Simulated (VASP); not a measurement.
An input for Quantum ESPRESSO's pw.x (written as the equivalent of a VASP run, and not itself run):

```
&CONTROL
  calculation = 'vc-relax'
  pseudo_dir = './pseudo'
  outdir = './out'
  tprnfor = .true.
  tstress = .true.
  nstep = 60
  forc_conv_thr = 0.00078
/
&SYSTEM
  ibrav = 0
  nat = 3
  ntyp = 2
  ecutwfc = 72
  occupations = 'smearing'
  smearing = 'gaussian'
  degauss = 0.003675
  input_dft = 'pz'
/
&ELECTRONS
  conv_thr = 7.3e-08
  electron_maxstep = 100
/
&IONS
/
&CELL
/
ATOMIC_SPECIES
  K 39.098 K.upf
  S 32.060 S.upf
CELL_PARAMETERS angstrom
     0.0000000    3.6022814    3.6022814
     3.6022814    0.0000000    3.6022814
     3.6022814    3.6022814    0.0000000
ATOMIC_POSITIONS crystal
  K    0.2500000  0.2500000  0.2500000
  K    0.7500000  0.7500000  0.7500000
  S    0.0000000  0.0000000  0.0000000
K_POINTS automatic
  5 5 5 0 0 0
```

Q: Write the VASP files for the same calculation (LDA).

A: Several could match; the one computed here: 
### INCAR
```
SYSTEM = K2S
PREC = Accurate; ENCUT = 400; LREAL = .FALSE.
LASPH = .TRUE.
EDIFF = 1E-6; NELM = 100; ALGO = Normal
ISMEAR = 0; SIGMA = 0.05
IBRION = 2; NSW = 60; ISIF = 3
EDIFFG = -0.02
LWAVE = .FALSE.; LCHARG = .FALSE.
```

KPOINTS:
```
Automatic mesh
0
Gamma
5 5 5
0 0 0
```

**POSCAR**
```
K2S
1
    0.0000000000     3.6022813587     3.6022813587
    3.6022813587     0.0000000000     3.6022813587
    3.6022813587     3.6022813587     0.0000000000
K S
2 1
Direct
  0.2500000000   0.2500000000   0.2500000000
  0.7500000000   0.7500000000   0.7500000000
  0.0000000000   0.0000000000   0.0000000000
```

POTCAR, in this order: K_sv S (LDA.64 set). Program: vasp_std.

Limits of the translation: the potentials are each code's own (VASP's PAW set, PseudoDojo norm-conserving files in pw.x), so ENCUT and ecutwfc are chosen apart and not converted; conv_thr bounds pw.x's estimated SCF error, while EDIFF bounds the energy change between steps; forc_conv_thr acts on force components and is met together with etot_conv_thr.

The compound is K2S in the antifluorite structure. It was relaxed first, which changed the volume by -8 %. The start is the result of an earlier pass.
